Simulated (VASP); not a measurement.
# Ga11FeAs12 (a cell with a defect) in VASP: notebook

The runs below take Ga11FeAs12 (a cell with a defect) through single point, with PBEsol+U.

Everything below comes from runs of VASP 6.6.1. Logs are shortened: lines on timing, memory, paths and dates and some standing lists are left out, and cuts for length are marked.

## (1) The crystal as given

The cell holds a defect, 24 atoms: a = 11.993 Å, b = 7.996 Å, c = 7.996 Å, α = 60.00°, β = 60.00°, γ = 60.00°.

## (2) Single point, PBEsol+U, collinear spin, ferromagnetic start

The input, INCAR:

```
SYSTEM = Ga11FeAs12
PREC = Accurate
ENCUT = 350
EDIFF = 1E-5
ISMEAR = 0
SIGMA = 0.03
LREAL = Auto
LASPH = .True.
NELM = 120
ALGO = Normal
ISIF = 2
LWAVE = .False.
LCHARG = .False.
ISPIN = 2
MAGMOM = 5 0 0 0 0 0 0 0 0 0 0 0 0 0 0 0 0 0 0 0 0 0 0 0
LORBIT = 11
NUPDOWN = 5
LMAXMIX = 4
LDAU = .True.
LDAUTYPE = 2
LDAUL = 2 -1 -1
LDAUU = 4 0 0
LDAUJ = 0 0 0
LDAUPRINT = 1
GGA = PS
NBANDS = 128
ISYM = 0
KPAR = 4
```

The input, KPOINTS:

```
regular mesh
0
Gamma
  2 3 3
  0 0 0
```

The input, POSCAR:

```
Ga11FeAs12                              
1.0
    0.0000000000      8.4805500000      8.4805500000
    5.6537000000      0.0000000000      5.6537000000
    5.6537000000      5.6537000000      0.0000000000
  Fe              Ga              As            
     1    11    12
Direct
     0.9989155494593190    0.0004179494228431    0.9998097073170691
     0.0008262465778369    0.0018972958644902    0.4981564101305614
     0.0009661858364315    0.4993610186229806    0.9987118965822623
     0.0003717522265310    0.4998566107795503    0.4973655002442086
     0.3327051976075243    0.0004983546301826    0.9999840077248778
     0.3327905437617535    0.0023939545922678    0.4973242103052338
     0.3328654708747316    0.5016245441605974    0.9985140476653508
     0.3321572049154635    0.5010784077841905    0.5005205517254623
     0.6679927754667727    0.9993890791268373    0.9991323986488002
     0.6658653733070165    0.0011672814066939    0.5004515718638161
     0.6662217369041304    0.5001249643204700    0.9985200487143225
     0.6663130950488698    0.5013492504935976    0.4982684217756059
     0.0827037680668076    0.1244922559895682    0.1234198940088335
     0.0828444401042882    0.1249177289511597    0.6272241333054446
     0.0829166884680339    0.6282239658182938    0.1221186066300901
     0.0824896694246017    0.6264395685905939    0.6235905635955254
     0.4174183030849784    0.1262295815369969    0.1225014313254678
     0.4157172394008767    0.1259298279376609    0.6248116835353792
     0.4159917192866192    0.6255541505967585    0.1250778910878546
     0.4163000908738654    0.6271852574183325    0.6233859727194861
     0.7515175172938534    0.1245803508874595    0.1246648465467217
     0.7505970070140833    0.1260214736186763    0.6240354958823299
     0.7508183710980317    0.6243497172723674    0.1231477365463069
     0.7501830538975665    0.6258644101774352    0.6232399721190084
```

Potentials or basis: VASP PAW PBE potentials, release 64 (Fe, Ga_d, As).

Command:

```
> cat potpaw_PBE.64/Fe/POTCAR potpaw_PBE.64/Ga_d/POTCAR potpaw_PBE.64/As/POTCAR > POTCAR
> mpirun -np 4 vasp_std > vasp.out
```

OUTCAR:

```text
SYSTEM = Ga11FeAs12
   PREC = Accurate
   ENCUT = 350
   EDIFF = 1E-5
   ISMEAR = 0
   LREAL = Auto
   LASPH = .True.
   NELM = 120
   ISIF = 2
   ISPIN = 2
   LORBIT = 11
   NUPDOWN = 5
   GGA = PS
   ISYM = 0

 ion  position               nearest neighbor table
   1  0.999  0.000  1.000-  21 2.42  15 2.43  14 2.43  13 2.44
   2  0.001  0.002  0.498-  13 2.45  14 2.45  22 2.45  16 2.45
   3  0.001  0.499  0.999-  13 2.45  16 2.45  15 2.45  23 2.45
   4  0.000  0.500  0.497-  14 2.45  15 2.45  24 2.45  16 2.45
   5  0.333  0.000  1.000-  19 2.45  13 2.45  18 2.45  17 2.45
   6  0.333  0.002  0.497-  17 2.45  14 2.45  20 2.45  18 2.45
[... 16 lines left out ...]
  23  0.751  0.624  0.123-   9 2.45  12 2.45   3 2.45  11 2.45
  24  0.750  0.626  0.623-  11 2.45   4 2.45  12 2.45  10 2.45

IMPORTANT INFORMATION: All symmetrisations will be switched off!
NOSYMM: (Re-)initialisation of all symmetry stuff for point group C_1.

----------------------------------------------------------------------------------------

                                     Primitive cell

  volume of cell :     542.1501

  direct lattice vectors                    reciprocal lattice vectors
     0.000000000  8.480550000  8.480550000    -0.058958440  0.058958440  0.058958440
     5.653700000  0.000000000  5.653700000     0.088437660 -0.088437660  0.088437660
     5.653700000  5.653700000  0.000000000     0.088437660  0.088437660 -0.088437660

  length of vectors
    11.993308826  7.995539218  7.995539218     0.102119014  0.153178521  0.153178521

  position of ions in fractional coordinates (direct lattice)
     0.998915549  0.000417949  0.999809707
     0.000826247  0.001897296  0.498156410
     0.000966186  0.499361019  0.998711897
     0.000371752  0.499856611  0.497365500
     0.332705198  0.000498355  0.999984008
     0.332790544  0.002393955  0.497324210
[... 16 lines left out ...]
     0.750818371  0.624349717  0.123147737
     0.750183054  0.625864410  0.623239972

  ion indices of the primitive-cell ions
   primitive index   ion index
                 1           1
                 2           2
                 3           3
                 4           4
                 5           5
                 6           6
[... 16 lines left out ...]
                23          23
                24          24

----------------------------------------------------------------------------------------

 KPOINTS: regular mesh

Automatic generation of k-mesh.
 Grid dimensions read from file:
 generate k-points for:    2    3    3

 Generating k-lattice:

  Cartesian coordinates                     Fractional coordinates (reciprocal lattice)
    -0.029479220  0.029479220  0.029479220     0.500000000  0.000000000  0.000000000
     0.029479220 -0.029479220  0.029479220     0.000000000  0.333333333  0.000000000
     0.029479220  0.029479220 -0.029479220     0.000000000  0.000000000  0.333333333

  Length of vectors
     0.051059507  0.051059507  0.051059507

  Shift w.r.t. Gamma in fractional coordinates (k-lattice)
     0.000000000  0.000000000  0.000000000

 WARNING: IBZKPT: internal override: KBLOWUP is changed to .FALSE.
      ... skipping the blow-up phase ...

 Subroutine IBZKPT returns following result:
 ===========================================

 Found     10 irreducible k-points:

 Following reciprocal coordinates:
            Coordinates               Weight
  0.000000  0.000000  0.000000      1.000000
  0.500000  0.000000  0.000000      1.000000
  0.000000  0.333333  0.000000      2.000000
  0.500000  0.333333  0.000000      2.000000
  0.000000  0.000000  0.333333      2.000000
  0.500000  0.000000  0.333333      2.000000
  0.000000  0.333333  0.333333      2.000000
  0.500000  0.333333  0.333333      2.000000
[... 35 lines left out ...]
   ISMEAR =     0;   SIGMA  =   0.03  broadening in eV -4-tet -1-fermi 0-gaus
   EFERMI_NEDOS =   21; number of points for ismear=-14 and -15
   IALGO  =     38    algorithm
   IMIX   =      4    mixing-type and parameters
     AMIX     =   0.40;   BMIX     =  1.00
     AMIX_MAG =   1.60;   BMIX_MAG =  1.00
  volume/ion in A,a.u.               =      22.59       152.44
  Fermi-wavevector in a.u.,A,eV,Ry     =   1.195260  2.258714 19.437923  1.428647
  Thomas-Fermi vector in A             =   2.331230
   LORBIT       =     11    0 simple, 1 ext, 2 COOP (PROOUT), +10 PAW based schemes
 LDA+U is selected, type is set to LDAUTYPE =  2
   angular momentum for each species LDAUL =     2   -1   -1
   U (eV)           for each species LDAUU =   4.0  0.0  0.0
   J (eV)           for each species LDAUJ =   0.0  0.0  0.0
   GGA     = PS    functional components
   LHFCALC =     F    Hartree Fock is set to
   AEXX    =    0.0000 exact exchange contribution
   IVDW    =     0    specifies the selected vdW correction
   LEPSILON=     F    determine dielectric tensor
   LRPA    =     F    only Hartree local field effects (RPA)
 spin polarized calculation
 Gauss-broadening in eV      SIGMA  =   0.03
  energy-cutoff  :      350.00
  volume of cell :      542.15
 maximum number of plane-waves:      8106
 NGX is ok and might be reduce to    80
   NGX = 37   NGY = 25   NGZ = 25

atom =   1  type =  1  l = 2

 onsite density matrix

spin component  1

  0.9604  0.0009 -0.0000 -0.0006 -0.0001
  0.0009  0.9600 -0.0000  0.0010 -0.0000
 -0.0000 -0.0000  0.9497 -0.0000 -0.0000
 -0.0006  0.0010 -0.0000  0.9604  0.0001
 -0.0001 -0.0000 -0.0000  0.0001  0.9497

spin component  2

  0.3648 -0.0343 -0.0012  0.0235 -0.0042
 -0.0343  0.3758 -0.0042 -0.0368  0.0062
 -0.0012 -0.0042  0.0410  0.0025 -0.0002
  0.0235 -0.0368  0.0025  0.3676  0.0004
 -0.0042  0.0062 -0.0002  0.0004  0.0411

 occupancies and eigenvectors

  o =  0.0409  v =  0.0000  0.0000  0.0000  0.0000  0.0000 -0.0120  0.0045 -0.6829  0.0074 -0.7304      0.0000  0.0000  0.0000  0.0000  0.0000  0.0000  0.0000  0.0000  0.0000  0.0000
  o =  0.0411  v =  0.0000  0.0000  0.0000  0.0000  0.0000  0.0038 -0.0210 -0.7304  0.0022  0.6827      0.0000  0.0000  0.0000  0.0000  0.0000  0.0000  0.0000  0.0000  0.0000  0.0000
  o =  0.3321  v =  0.0000  0.0000  0.0000  0.0000  0.0000  0.4348  0.7534 -0.0083  0.4932  0.0103      0.0000  0.0000  0.0000  0.0000  0.0000  0.0000  0.0000  0.0000  0.0000  0.0000
  o =  0.3427  v =  0.0000  0.0000  0.0000  0.0000  0.0000  0.7383  0.0152 -0.0087 -0.6741 -0.0107      0.0000  0.0000  0.0000  0.0000  0.0000  0.0000  0.0000  0.0000  0.0000  0.0000
  o =  0.4337  v =  0.0000  0.0000  0.0000  0.0000  0.0000 -0.5154  0.6571 -0.0089 -0.5498  0.0153      0.0000  0.0000  0.0000  0.0000  0.0000  0.0000  0.0000  0.0000  0.0000  0.0000
  o =  0.9497  v = -0.0028 -0.0031 -0.8840  0.0028 -0.4674  0.0000  0.0000  0.0000  0.0000  0.0000      0.0000  0.0000  0.0000  0.0000  0.0000  0.0000  0.0000  0.0000  0.0000  0.0000
  o =  0.9498  v =  0.0033  0.0011 -0.4674 -0.0055  0.8840  0.0000  0.0000  0.0000  0.0000  0.0000      0.0000  0.0000  0.0000  0.0000  0.0000  0.0000  0.0000  0.0000  0.0000  0.0000
  o =  0.9586  v =  0.5092 -0.6789  0.0010  0.5290  0.0028  0.0000  0.0000  0.0000  0.0000  0.0000      0.0000  0.0000  0.0000  0.0000  0.0000  0.0000  0.0000  0.0000  0.0000  0.0000
  o =  0.9610  v = -0.7647 -0.0748  0.0008  0.6400  0.0073  0.0000  0.0000  0.0000  0.0000  0.0000      0.0000  0.0000  0.0000  0.0000  0.0000  0.0000  0.0000  0.0000  0.0000  0.0000
  o =  0.9613  v =  0.3950  0.7304 -0.0021  0.5572 -0.0001  0.0000  0.0000  0.0000  0.0000  0.0000      0.0000  0.0000  0.0000  0.0000  0.0000  0.0000  0.0000  0.0000  0.0000  0.0000

 number of electron     210.9999938 magnetization       4.9999999

 Free energy of the ion-electron system (eV)
  ---------------------------------------------------
  ext. energy  EPLUGINS =         0.00000000
  ---------------------------------------------------
  free energy    TOTEN  =      -110.04710931 eV

  energy without entropy =     -110.04710931  energy(sigma->0) =     -110.04710931

 E-fermi :   3.5925     XC(G=0):  -9.7574

 val. band max:        3.9422009371   @ k =   0.0000   0.0000   0.0000
 cond. band min:       3.7335312256   @ k =   0.5000   0.0000   0.0000
 fundamental gap:     -0.2086697115
 Fermi energy:         4.1089174009

 spin component 1

 k-point     1 :       0.0000    0.0000    0.0000
  band No.  band energies     occupation
      1     -11.1645      1.00000
      2     -11.1592      1.00000
      3     -11.1579      1.00000
      4     -11.1456      1.00000
      5     -11.1440      1.00000
      6     -11.1378      1.00000
[... 1189 lines left out ...]
    116       7.2260      0.00000
    117       7.3008      0.00000
 Fermi energy:         3.5924730744

 spin component 2

 k-point     1 :       0.0000    0.0000    0.0000
  band No.  band energies     occupation
      1     -11.1587      1.00000
      2     -11.1547      1.00000
      3     -11.1529      1.00000
      4     -11.1408      1.00000
      5     -11.1393      1.00000
      6     -11.1308      1.00000
[... 1189 lines left out ...]
    116       7.3312      0.00000
    117       7.3608      0.00000
 [bands above 117 left out]

------------------------ aborting loop because EDIFF is reached ----------------------------------------

  FORCE on cell =-STRESS in cart. coord.  units (eV):
  Direction    XX          YY          ZZ          XY          YZ          ZX
  --------------------------------------------------------------------------------------
  -------------------------------------------------------------------------------------
  Total        0.3232724      0.4778972      0.5048366      0.2169777     -0.1804554      0.2118681
  in kB        0.9553438      1.4122955      1.4919075      0.6412185     -0.5332868      0.6261187
  external PRESSURE =       1.2865156 kB  Pullay stress =       0.0000000 kB

 VOLUME and BASIS-vectors are now :
 -----------------------------------------------------------------------------
  energy-cutoff  :      350.00
  volume of cell :      542.15
      direct lattice vectors                 reciprocal lattice vectors
     0.000000000  8.480550000  8.480550000    -0.058958440  0.058958440  0.058958440
     5.653700000  0.000000000  5.653700000     0.088437660 -0.088437660  0.088437660
     5.653700000  5.653700000  0.000000000     0.088437660  0.088437660 -0.088437660

 POSITION                                       TOTAL-FORCE (eV/Angst)
 -----------------------------------------------------------------------------------
      5.65499     14.12398      8.47372        -0.033387      0.028498      0.045484
      2.82715      2.82343      0.01773        -0.003043      0.012970      0.035991
      8.46965      5.65461      2.83143         0.002365      0.048587      0.013737
      5.63799      2.81511      2.82919        -0.019383      0.016045      0.026969
      5.65643      8.47513      2.82434         0.009069     -0.001710      0.014099
      2.82526      5.63397      2.83578         0.005349      0.028486     -0.007678
[... 16 lines left out ...]
      4.22613      7.06359      9.89724         0.021392     -0.024577     -0.026977
      7.06206      9.88558      9.90041         0.010389     -0.014769     -0.023888
 -----------------------------------------------------------------------------------
    total drift:                                0.002907     -0.010287      0.009259

  FREE ENERGIE OF THE ION-ELECTRON SYSTEM (eV)
  ---------------------------------------------------
  free  energy   TOTEN  =      -110.0471093147 eV

  energy  without entropy=     -110.0471093147  energy(sigma->0) =     -110.04710931

 total charge

# of ion       s       p       d       tot
------------------------------------------
    1        0.447   0.446   5.952   6.845
    2        0.883   0.798   9.993  11.674
    3        0.883   0.799   9.993  11.674
    4        0.882   0.797   9.993  11.672
    5        0.883   0.801   9.992  11.676
    6        0.882   0.801   9.993  11.676
[... 16 lines left out ...]
   23        1.210   1.591   0.031   2.833
   24        1.210   1.592   0.031   2.833
--------------------------------------------------
tot         24.683  28.359 116.242 169.284

 magnetization (x)

# of ion       s       p       d       tot
------------------------------------------
    1        0.034   0.109   3.586   3.730
    2        0.005   0.018   0.005   0.027
    3        0.005   0.018   0.005   0.027
    4        0.005   0.017   0.005   0.026
    5        0.002   0.014   0.004   0.021
    6        0.001   0.009   0.003   0.013
[... 16 lines left out ...]
   23        0.000   0.010   0.000   0.010
   24        0.000   0.005   0.000   0.006
--------------------------------------------------
tot          0.094   0.627   3.637   4.357
```

Wall time 6 min (4 MPI ranks of Intel Xeon 6975P-C (Granite Rapids), shared host); peak memory 0.94 GiB.

What came out:

```
Free energy                                           : -110.0471 eV
Pressure                                              : 0.1 GPa
Largest force                                         : 0.069 eV/Å
Net moment                                            : 5.00 μB per cell
Site moments                                          : Fe +3.73; Ga +0.03, +0.02, +0.01, +0.00; As +0.09, +0.08, +0.01, +0.05, +0.02, +0.07 μB
Valence electrons inside the program's atomic spheres : Fe 6.84; Ga 11.67, 11.68; As 2.84, 2.83
```

Forces on the atoms (eV/Å):
```
Fe  -0.033  0.028  0.045
Ga  -0.003  0.013  0.036
Ga   0.002  0.049  0.014
Ga  -0.019  0.016  0.027
Ga   0.009 -0.002  0.014
Ga   0.005  0.028 -0.008
Ga  -0.010  0.005  0.010
Ga  -0.019  0.012  0.027
Ga   0.022  0.001  0.012
Ga  -0.020  0.017  0.023
Ga   0.000  0.021  0.028
Ga  -0.004  0.024  0.013
As  -0.022 -0.027 -0.024
As   0.018  0.001 -0.036
As   0.030 -0.024 -0.004
As  -0.007 -0.016 -0.018
As  -0.012  0.000 -0.004
As   0.008 -0.010 -0.001
As   0.002 -0.007 -0.010
As  -0.003 -0.011 -0.022
As   0.017 -0.049 -0.045
As   0.005 -0.032 -0.025
As   0.021 -0.025 -0.027
As   0.010 -0.015 -0.024
```

Eigenvalues of the final occupation matrices:
```csv
site,spin,trace,eigenvalues
site 1 d,1,4.78,0.95 0.95 0.96 0.96 0.96
site 1 d,2,1.19,0.04 0.04 0.33 0.34 0.43
```

Caveat: the cutoff is under 1.25 times the usual one of these potentials, so pressure, stress and relaxed cells hold a basis-set (Pulay) error; the PAW data sets were made with another functional, which shifts forces and pressure a little; the total moment is fixed, so each spin has its own Fermi level; only a ferromagnetic start was run, and an antiferromagnetic order may lie lower in energy; the U is typed as a test and isn't derived for this compound.

## (3) Single point, PBEsol+U, collinear spin, ferromagnetic start

Edit INCAR of step 2 so:

```diff
@@ -14,5 +14,5 @@
 ISPIN = 2
-MAGMOM = 5 0 0 0 0 0 0 0 0 0 0 0 0 0 0 0 0 0 0 0 0 0 0 0
+MAGMOM = 3 0 0 0 0 0 0 0 0 0 0 0 0 0 0 0 0 0 0 0 0 0 0 0
 LORBIT = 11
-NUPDOWN = 5
+NUPDOWN = 3
 LMAXMIX = 4
@@ -27,2 +27,2 @@
 ISYM = 0
-KPAR = 4
+KPAR = 2
```

The input, KPOINTS:

```
regular mesh
0
Gamma
  2 2 2
  0 0 0
```

POSCAR is that of step 2.

Potentials or basis: VASP PAW PBE potentials, release 64 (Fe, Ga_d, As).

Command:

```
> cat potpaw_PBE.64/Fe/POTCAR potpaw_PBE.64/Ga_d/POTCAR potpaw_PBE.64/As/POTCAR > POTCAR
> mpirun -np 4 vasp_std > vasp.out
```

It took 8.8 min on 4 MPI ranks of Intel Xeon 6975P-C (Granite Rapids), shared host; peak memory 0.55 GiB.

Results (log left out):

| Property | Result |
| --- | --- |
| Free energy | -108.9400 eV |
| Pressure | -0.1 GPa |
| Largest force | 0.260 eV/Å |
| Net moment | 3.00 μB per cell |
| Site moments | Fe +3.33; Ga +0.00, -0.00, +0.01; As -0.06, -0.01, -0.02 μB |
| Valence electrons inside the program's atomic spheres | Fe 6.93; Ga 11.68, 11.67; As 2.83, 2.84 |

Forces in eV/Å, atoms in the order of the input:
```
Fe   0.086 -0.145 -0.114
Ga   0.009 -0.050 -0.012
Ga   0.018 -0.001 -0.050
Ga   0.015 -0.022 -0.011
Ga   0.060 -0.059 -0.038
Ga   0.029 -0.090 -0.022
Ga   0.015 -0.012 -0.109
Ga  -0.033  0.002  0.017
Ga   0.115 -0.035 -0.020
Ga  -0.017 -0.136  0.025
Ga   0.007  0.021 -0.119
Ga  -0.008  0.015  0.003
As  -0.184 -0.037 -0.035
As   0.033  0.241 -0.025
As   0.043 -0.003  0.233
As  -0.007  0.011  0.011
As  -0.098  0.069  0.062
As   0.036  0.054 -0.002
As   0.027 -0.005  0.050
As  -0.030  0.000 -0.011
As  -0.119  0.167  0.159
As  -0.002  0.010 -0.003
As   0.012  0.000  0.014
As  -0.008  0.005 -0.004
```

Stress tensor (GPa, compression positive):
```
 0.03  0.20  0.19
 0.20 -0.13 -0.28
 0.19 -0.28 -0.12
```

Eigenvalues of the final occupation matrices:
```tsv
site	spin	trace	eigenvalues
site 1 d	1	4.69	0.93 0.93 0.94 0.94 0.95
site 1 d	2	1.43	0.14 0.15 0.16 0.48 0.50
```

Caveat: the k mesh is coarse (spacing up to 0.48 Å⁻¹), so the values aren't converged; the cutoff is under 1.25 times the usual one of these potentials, so pressure, stress and relaxed cells hold a basis-set (Pulay) error; the PAW data sets were made with another functional, which shifts forces and pressure a little; the total moment is fixed, so each spin has its own Fermi level; only a ferromagnetic start was run, and an antiferromagnetic order may lie lower in energy; the U is typed as a test and isn't derived for this compound. The state reached can hang on the start; a lower one may exist.
